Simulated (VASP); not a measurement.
Input for VASP

File POSCAR:
```
BeSe
3.6298050
  0.0000000000   0.7071066896   0.7071066896
  0.7071066896   0.0000000000   0.7071066896
  0.7071066896   0.7071066896   0.0000000000
Be Se
1 1
direct
  0.0000000000   1.0000000000   1.0000000000
  0.2500000000   0.2500000000   0.2500000000
```

KPOINTS:
```
Automatic mesh
0
Gamma
8 8 8
0 0 0
```

### INCAR
```
# general
SYSTEM  = BeSe
PREC    = Accurate
ENCUT   = 480
LREAL   = F   # projection in real space or not
LASPH   = T   # aspherical one-centre terms

# electronic loop
EDIFF   = 1E-7   # SCF stop (eV)
NELM    = 100   # most electronic steps
ALGO    = Normal
LMAXMIX = 4

# smearing
ISMEAR  = 0   # Gaussian
SIGMA   = 0.05   # width (eV)

# functional
GGA     = PS

# ions
ISIF    = 2

# output
LWAVE   = F
LCHARG  = F
```

POTCAR, in this order: Be Se (PBE.64 set). Program: vasp_std.

### Question
Write an equivalent input for Ansatz.

### Answer
One equivalent input (not run):
Ansatz 0.2 input:
```yaml
crystal:
  lattice:
    - [0.0000000, 2.5666594, 2.5666594]
    - [2.5666594, 0.0000000, 2.5666594]
    - [2.5666594, 2.5666594, 0.0000000]
  atoms:
    - { symbol: Be, position: [0.0000000, 1.0000000, 1.0000000] }
    - { symbol: Se, position: [0.2500000, 0.2500000, 0.2500000] }
kpoints:
  mp_grid: { grid: [8, 8, 8] }
hamiltonian:
  xc: pbesol
  pseudopotentials: { kind: paw }
scf:
  occupations: { method: gaussian, width: 0.05 }
  max_iter: 100
output: { forces: true, stress: true, eigenvalues: true }
```
The two are equivalent in intent, not identical: each code has its own PAW files, so the cut-off isn't converted (ENCUT is set for VASP's; basis.ecutwfc is left out, and Ansatz then takes the one that its files recommend); Ansatz stops its SCF on the density residual and VASP on the energy change (EDIFF).

The compound is BeSe in the zinc blende structure. It was relaxed first.
